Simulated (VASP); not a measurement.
OSZICAR of a VASP run on TiPt3 (space group Pm-3m):

### OSZICAR
```
       N       E                     dE             d eps       ncg     rms          rms(c)
DAV:   1     0.284719573188E+03    0.28472E+03   -0.15292E+04  2810   0.123E+03
DAV:   2    -0.948634966972E+01   -0.29421E+03   -0.28766E+03  3083   0.356E+02
DAV:   3    -0.320188180230E+02   -0.22532E+02   -0.21868E+02  3846   0.902E+01
DAV:   4    -0.326575943058E+02   -0.63878E+00   -0.63735E+00  3580   0.162E+01
DAV:   5    -0.326729997382E+02   -0.15405E-01   -0.15391E-01  3910   0.237E+00    0.216E+01
DAV:   6    -0.310143089076E+02    0.16587E+01   -0.22999E+01  4024   0.327E+01    0.144E+01
DAV:   7    -0.304466940085E+02    0.56761E+00   -0.29605E+01  4147   0.329E+01    0.103E+01
DAV:   8    -0.296978772037E+02    0.74882E+00   -0.16077E+00  4003   0.970E+00    0.456E+00
DAV:   9    -0.295952114331E+02    0.10267E+00   -0.20210E+00  4168   0.767E+00    0.239E+00
DAV:  10    -0.295419042021E+02    0.53307E-01   -0.35631E-01  3986   0.397E+00    0.266E-01
DAV:  11    -0.295440956568E+02   -0.21915E-02   -0.81905E-03  3849   0.645E-01    0.439E-01
DAV:  12    -0.295422449909E+02    0.18507E-02   -0.12146E-02  4315   0.645E-01    0.447E-02
DAV:  13    -0.295422394870E+02    0.55039E-05   -0.20950E-04  3375   0.957E-02    0.849E-03
DAV:  14    -0.295422410622E+02   -0.15752E-05   -0.12732E-05  3866   0.250E-02    0.122E-02
DAV:  15    -0.295422398867E+02    0.11755E-05   -0.77816E-06  3692   0.211E-02    0.122E-03
DAV:  16    -0.295422400002E+02   -0.11350E-06   -0.14064E-07  1593   0.251E-03
   1 F= -.29542240E+02 E0= -.29537104E+02  d E =-.102723E-01
```

### Question
Which electronic solver shows in the log?

### Answer
It is blocked Davidson (ALGO = Normal, or the opening steps of other solvers). The INCAR had ALGO = Normal.

### Question
Can the final energy be trusted as converged?

### Answer
The run converged. It stopped with EDIFF = 1E-6, NELM = 100 (PBE GGA, plane waves, VASP's PBE PAW potentials (set 64)).

The structure comes from a computed database's TiPt3 entry; how it stands against other phases isn't given here. The cell was not relaxed at this level, and its volume differs by -5.9 % from the start's.
